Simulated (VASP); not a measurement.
Shape and ions are relaxed at each volume.

Here is the system:

```yaml
crystal:
  lattice:
    - [1.12729, -1.95252, 0.00000]
    - [1.12729, 1.95252, 0.00000]
    - [0.00000, 0.00000, 3.55791]
  atoms:
    - { symbol: Be, position: [0.33333, 0.66667, 0.25000] }
    - { symbol: Be, position: [0.66667, 0.33333, 0.75000] }
```

The numbers are results of vdW-DF2, VASP's PBE PAW potentials (set 64) (plane waves; VASP), not measurements. Settings: 520 eV cut-off, 18×18×10 Γ-centred mesh, first-order Methfessel-Paxton smearing of 0.10 eV, potentials Be.

### Question
Give the energy at these volumes per atom, relative to the lowest: 7.36, 7.60, 7.83, 8.07, 8.30 Å³.

### Answer
11.9, 2.8, 0.0, 2.7, 10.2 meV/atom. A third-order Birch-Murnaghan fit gives B0 = 125 GPa and B0′ = 3.4.

The compound is Be in the hcp structure. It was relaxed first.
